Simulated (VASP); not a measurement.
```
WSi2
1.0
   -1.60500     1.60500     3.91500
    1.60500    -1.60500     3.91500
    1.60500     1.60500    -3.91500
Si W
2 1
Direct
  0.66500   0.66500   0.00000
  0.33500   0.33500   0.00000
  0.00000   0.00000   0.00000
```

The base run (VASP): PBE GGA, plane waves, VASP's PBE PAW potentials (set 64). Run with 400 eV cut-off, 12×12×12 Γ-centred mesh, first-order Methfessel-Paxton smearing of 0.10 eV, potentials Si W_sv.

The base run took about 40 core-seconds. Times come from single runs on busy shared machines, so they are rough: good to a factor of about 2.

Pressures at a finite cut-off, here 400 eV, hold a Pulay part, which wasn't tested here.

| setting | cost over the base run | electronic steps | pressure (GPa) |
|---|---|---|---|
| GGA = RE | within a factor of 2 | 12 | 5.70 |
| base run | reference | 12 | 3.91 |
| GGA = AM | within a factor of 2 | 12 | -2.90 |
| IVDW = 12 | within a factor of 2 | 12 | -3.16 |
| IVDW = 11 | within a factor of 2 | 12 | -1.06 |
| GGA removed, LMIXTAU = .TRUE., METAGGA = R2SCAN | about 6 times | 19 | -0.39 |
| GGA removed, LMIXTAU = .TRUE., METAGGA = SCAN | about 7 times | 21 | -2.56 |

Left out are runs that failed, have no time on record or changed the cell.

The compound is WSi2 in the MoSi2 type structure. The cell was not relaxed at this level.
